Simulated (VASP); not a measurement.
An input for Ansatz (written as the equivalent of a VASP run, and not itself run):

Ansatz 0.2 input:
```yaml
crystal:
  lattice:
    - [4.3452000, 2.1726000, 2.1726000]
    - [2.1726000, 4.3452000, 2.1726000]
    - [2.1726000, 2.1726000, 4.3452000]
  atoms:
    - { symbol: Co, position: [0.0000000, 0.0000000, 0.0000000], spin: 3 }
    - { symbol: Co, position: [0.5000000, 0.5000000, 0.5000000], spin: -3 }
    - { symbol: O, position: [0.2500000, 0.2500000, 0.2500000] }
    - { symbol: O, position: [0.7500000, 0.7500000, 0.7500000] }
kpoints:
  mp_grid: { grid: [6, 6, 6] }
hamiltonian:
  xc: pbe
  pseudopotentials: { kind: paw }
magnetization: { spin_polarized: true }
scf:
  occupations: { method: gaussian, width: 0.05 }
  max_iter: 100
output: { forces: true, stress: true, eigenvalues: true }
```

Q: Write the VASP files for the same calculation (PBE).

A: Several could match; the one computed here: 
File KPOINTS:
```
kpoints
0
Gamma
 6 6 6
0 0 0
```

File POSCAR:
```
CoO
1
    4.3452000000     2.1726000000     2.1726000000
    2.1726000000     4.3452000000     2.1726000000
    2.1726000000     2.1726000000     4.3452000000
Co O
2 2
Direct
  0.0000000000   0.0000000000   0.0000000000
  0.5000000000   0.5000000000   0.5000000000
  0.2500000000   0.2500000000   0.2500000000
  0.7500000000   0.7500000000   0.7500000000
```

### INCAR
```
SYSTEM=CoO
PREC=Accurate; ENCUT=520; LREAL=.FALSE.
LASPH=.TRUE.
EDIFF=1E-6; NELM=100; ALGO=Normal
LMAXMIX=4
ISMEAR=0; SIGMA=0.05
GGA=PE
MAGMOM=3.0 -3.0 0.0 0.0
ISPIN=2
ISIF=2
LWAVE=.FALSE.; LCHARG=.FALSE.; LORBIT=10
```

POTCAR, in this order: Co O (PBE.64 set). Program: vasp_std.

What does not carry over: each code has its own PAW files, so the cut-off isn't converted (ENCUT is set for VASP's; basis.ecutwfc is left out, and Ansatz then takes the one that its files recommend); Ansatz stops its SCF on the density residual and VASP on the energy change (EDIFF).

The compound is CoO in the rock salt, AFM-II order structure. The cell was not relaxed at this level. The k-mesh is coarse (spacing up to 0.40 per Å, 2π included), so the numbers may not be converged in it.
